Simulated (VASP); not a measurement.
Output of a VASP run:

OSZICAR:
```
       N       E                     dE             d eps       ncg     rms          rms(c)
DAV:   1     0.139271701270E+02    0.13927E+02   -0.42650E+03   808   0.985E+02
DAV:   2    -0.163433595348E+02   -0.30271E+02   -0.28604E+02  1176   0.152E+02
DAV:   3    -0.173022409691E+02   -0.95888E+00   -0.95067E+00  1048   0.303E+01
DAV:   4    -0.173069954227E+02   -0.47545E-02   -0.47545E-02  1264   0.272E+00
DAV:   5    -0.173070141689E+02   -0.18746E-04   -0.18746E-04  1040   0.115E-01    0.769E+00
DAV:   6    -0.187155012491E+02   -0.14085E+01   -0.10975E+01   816   0.436E+01    0.529E+00
DAV:   7    -0.183997993838E+02    0.31570E+00   -0.48531E-01  1144   0.646E+00    0.198E+00
DAV:   8    -0.186754566155E+02   -0.27566E+00   -0.96928E-01   928   0.106E+01    0.121E+00
DAV:   9    -0.186508768028E+02    0.24580E-01   -0.66082E-01   864   0.914E+00    0.577E-01
DAV:  10    -0.187592602943E+02   -0.10838E+00   -0.34116E-02   800   0.225E+00    0.274E-01
DAV:  11    -0.187504348700E+02    0.88254E-02   -0.19239E-02   928   0.137E+00    0.116E-01
DAV:  12    -0.187736217137E+02   -0.23187E-01   -0.78975E-03   816   0.807E-01    0.502E-02
DAV:  13    -0.187733621760E+02    0.25954E-03   -0.34794E-04   920   0.172E-01    0.406E-02
DAV:  14    -0.187745431250E+02   -0.11809E-02   -0.75455E-04   752   0.300E-01    0.121E-02
DAV:  15    -0.187745485721E+02   -0.54470E-05   -0.26307E-05  1032   0.638E-02    0.492E-03
DAV:  16    -0.187745587907E+02   -0.10219E-04   -0.46809E-06   840   0.209E-02    0.330E-03
DAV:  17    -0.187745587904E+02    0.30013E-09   -0.12695E-06  1088   0.106E-02    0.167E-03
DAV:  18    -0.187745588846E+02   -0.94201E-07   -0.23833E-07   760   0.623E-03
   1 F= -.18774559E+02 E0= -.18774559E+02  d E =-.571718E-14
```

**OUTCAR**
```
------------------------ aborting loop because EDIFF is reached ----------------------------------------
  FORCE on cell =-STRESS in cart. coord.  units (eV):
  Direction    XX          YY          ZZ          XY          YZ          ZX
  --------------------------------------------------------------------------------------
  Total        0.7421743      0.7421743      0.7421743     -0.0000000      0.0000000     -0.0000000
  in kB       52.2347087     52.2347087     52.2347087     -0.0000000      0.0000000     -0.0000000
  external PRESSURE =      52.2347087 kB  Pullay stress =       0.0000000 kB
  volume of cell :       22.76
      direct lattice vectors                 reciprocal lattice vectors
     0.000000000  2.249447033  2.249447033    -0.222276850  0.222276850  0.222276850
     2.249447033  0.000000000  2.249447033     0.222276850 -0.222276850  0.222276850
     2.249447033  2.249447033  0.000000000     0.222276850  0.222276850 -0.222276850
  FREE ENERGIE OF THE ION-ELECTRON SYSTEM (eV)
  ---------------------------------------------------
  free  energy   TOTEN  =       -18.7745588846 eV

  energy  without entropy=      -18.7745588846  energy(sigma->0) =      -18.77455888
```
(Selected blocks of OUTCAR.)

File POSCAR:
```
BP
1
    0.0000000000     2.2494470330     2.2494470330
    2.2494470330     0.0000000000     2.2494470330
    2.2494470330     2.2494470330     0.0000000000
B P
1 1
Direct
  0.0000000000   0.0000000000   0.0000000000
  0.2500000000   0.2500000000   0.2500000000
```

**Question.** Write an INCAR and KPOINTS that could have produced this output.

**Answer.** Several could match; the one computed here: the input of the run itself, TPSS meta-GGA, plane waves, VASP's PBE PAW potentials (set 64).

**INCAR**
```
ALGO=Normal
EDIFF=1E-7
ENCUT=520
ISIF=2
ISMEAR=0
LASPH=.True.
LCHARG=.False.
LMIXTAU=.True.
LREAL=.False.
LWAVE=.False.
METAGGA=TPSS
NELM=100
PREC=Accurate
SIGMA=0.05
SYSTEM=BP
```

**KPOINTS**
```
Automatic mesh
0
Gamma
10 10 10
0 0 0
```

POTCAR, in this order: B P (PBE.64 set). Program: vasp_std.

The compound is BP in the zinc blende structure. This cell is one point of a volume scan, at 0.97 of the reference volume.
